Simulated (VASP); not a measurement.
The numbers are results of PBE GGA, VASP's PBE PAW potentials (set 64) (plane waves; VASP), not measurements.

A VASP calculation is set up with these files.

### KPOINTS
```
k-points along high-symmetry lines
15
Line-mode
Reciprocal
  0.000000   0.000000   0.000000 ! GAMMA
  0.000000   0.500000   0.000000 ! X

  0.000000   0.500000   0.000000 ! X
  0.500000   0.500000   0.000000 ! M

  0.500000   0.500000   0.000000 ! M
  0.000000   0.000000   0.000000 ! GAMMA

  0.000000   0.000000   0.000000 ! GAMMA
  0.500000   0.500000   0.500000 ! R

  0.500000   0.500000   0.500000 ! R
  0.000000   0.500000   0.000000 ! X

  0.500000   0.500000   0.500000 ! R
  0.500000   0.500000   0.000000 ! M
```

POSCAR:
```
CsSnI3
1
    6.2403363316     0.0000000000     0.0000000000
    0.0000000000     6.2403363316     0.0000000000
    0.0000000000     0.0000000000     6.2403363316
Cs Sn I
1 1 3
Direct
  0.0000000000   0.0000000000   0.0000000000
  0.5000000000   0.5000000000   0.5000000000
  0.5000000000   0.0000000000   0.5000000000
  0.0000000000   0.5000000000   0.5000000000
  0.5000000000   0.5000000000   0.0000000000
```

### INCAR
```
! general
SYSTEM =CsSnI3
PREC   =Accurate
ENCUT  =400
LREAL  =.False.
LASPH  =.True.
ICHARG =11

! electronic loop
EDIFF  =1E-6
NELM   =100
ALGO   =Normal
LMAXMIX=4

! smearing
ISMEAR =0
SIGMA  =0.05

! functional
GGA    =PE

! output
LWAVE  =.False.
LCHARG =.False.
```

POTCAR, in this order: Cs_sv Sn_d I (PBE.64 set). Program: vasp_std. Read from the step before: CHGCAR.

The run wrote:

File OUTCAR:
```
 ion  position               nearest neighbor table
   1  0.000  0.000  0.000-
   2  0.500  0.500  0.500-   3 3.12   4 3.12   5 3.12   5 3.12   3 3.12   4 3.12
   3  0.500  0.000  0.500-   2 3.12   2 3.12
   4  0.000  0.500  0.500-   2 3.12   2 3.12
   5  0.500  0.500  0.000-   2 3.12   2 3.12
  LATTYP: Found a simple cubic cell.
 ALAT       =     6.2403363316
 Subroutine PRICEL returns:
 Original cell was already a primitive cell.
 Subroutine GETGRP returns: Found 48 space group operations
The static configuration has the point symmetry O_h .
The dynamic configuration has the point symmetry O_h .
 Subroutine INISYM returns: Found 48 space group operations
   k-points           NKPTS =     90   k-points in BZ     NKDIM =     90   number of bands    NBANDS=     26
   number of dos      NEDOS =    301   number of ions     NIONS =      5
   total plane-waves  NPLWV =  74088
   dimension x,y,z NGX =    42 NGY =   42 NGZ =   42
   dimension x,y,z NGXF=    84 NGYF=   84 NGZF=   84
   ions per type =               1   1   3
   PREC   = accura    normal or accurate (medium, high low for compatibility)
   ISTART =      0    job   : 0-new  1-cont  2-samecut
   ICHARG =     11    charge: 1-file 2-atom 10-const
   ISPIN  =      1    spin polarized calculation?
   LNONCOLLINEAR =      F non collinear calculations
   LSORBIT =      F    spin-orbit coupling
   INIWAV =      1    electr: 0-lowe 1-rand  2-diag
   ENCUT  =  400.0 eV  29.40 Ry    5.42 a.u.  10.18 10.18 10.18*2*pi/ulx,y,z
   NELM   =    100;   NELMIN=  2; NELMDL= -5     # of ELM steps
   EDIFF  = 0.1E-05   stopping-criterion for ELM
   LREAL  =      F    real-space projection
   NLSPLINE    = F    spline interpolate recip. space projectors
   LMAXMIX     =    4 max onsite mixed and CHGCAR
   VOSKOWN=      0    Vosko Wilk Nusair interpolation
   EDIFFG = 0.1E-04   stopping-criterion for IOM
   NSW    =      0    number of steps for IOM
   NBLOCK =      1;   KBLOCK =      1    inner block; outer block
   IBRION =     -1    ionic relax: 0-MD 1-quasi-New 2-CG
   NFREE  =      0    steps in history (QN), initial steepest desc. (CG)
   ISIF   =      2    stress and relaxation
...
```

**OSZICAR**
```
       N       E                     dE             d eps       ncg     rms          rms(c)
DAV:   1     0.317950500282E+03    0.31795E+03   -0.16177E+04  4696   0.128E+03
DAV:   2     0.239073443660E+02   -0.29404E+03   -0.28832E+03  5794   0.276E+02
DAV:   3    -0.119106948296E+02   -0.35818E+02   -0.35211E+02  5556   0.111E+02
DAV:   4    -0.132849206809E+02   -0.13742E+01   -0.13658E+01  5826   0.255E+01
DAV:   5    -0.133287323889E+02   -0.43812E-01   -0.43802E-01  7008   0.436E+00
DAV:   6    -0.133293860507E+02   -0.65366E-03   -0.65364E-03  6240   0.448E-01
DAV:   7    -0.133294008809E+02   -0.14830E-04   -0.14830E-04  6966   0.687E-02
DAV:   8    -0.133294011096E+02   -0.22874E-06   -0.22858E-06  4950   0.777E-03
   1 F= -.13329401E+02 E0= -.13329401E+02  d E =-.348580E-09
```

### OUTCAR
```
 val. band max:        2.7130425969   @ k =   0.5000   0.5000   0.5000

 cond. band min:       3.1141512439   @ k =   0.5000   0.5000   0.5000



 k-point     1 :       0.0000    0.0000    0.0000
  band No.  band energies     occupation
      1     -19.5717      2.00000
      2     -19.2998      2.00000
      3     -19.2998      2.00000
      4     -19.2811      2.00000
      5     -19.2811      2.00000
      6     -19.2811      2.00000
      7     -10.4739      2.00000
      8      -9.7939      2.00000
      9      -9.7939      2.00000
     10      -6.3608      2.00000
     11      -6.3608      2.00000
     12      -6.3608      2.00000
     13      -3.4402      2.00000
     14      -1.8842      2.00000
     15      -1.8842      2.00000
     16      -1.8842      2.00000
     17       0.4313      2.00000
     18       0.4313      2.00000
     19       0.4313      2.00000
     20       0.5826      2.00000
     21       0.5826      2.00000
     22       0.5826      2.00000
     23       4.9310      0.00000
     24       5.8867      0.00000
     25       5.8872      0.00000
     26       6.2318      0.00000

 k-point     2 :       0.0000    0.0357    0.0000
  band No.  band energies     occupation
      1     -19.5716      2.00000
      2     -19.2997      2.00000
      3     -19.2997      2.00000
      4     -19.2811      2.00000
      5     -19.2811      2.00000
      6     -19.2811      2.00000
      7     -10.4723      2.00000
      8      -9.7959      2.00000
      9      -9.7939      2.00000
     10      -6.3607      2.00000
     11      -6.3607      2.00000
     12      -6.3605      2.00000
     13      -3.4609      2.00000
     14      -1.8829      2.00000
     15      -1.8829      2.00000
     16      -1.8525      2.00000
     17       0.4292      2.00000
     18       0.4292      2.00000
     19       0.4293      2.00000
     20       0.5803      2.00000
     21       0.5803      2.00000
     22       0.5807      2.00000
     23       4.9442      0.00000
...
```

The density is held fixed in this step, so its total energy and stress have no physical meaning. Unless said otherwise, spin-orbit coupling is left out, though it shifts the bands of the heavy elements here.

The compound is CsSnI3 in the cubic perovskite structure, the ideal cubic form; the compound distorts at low or room temperature. It was relaxed first.
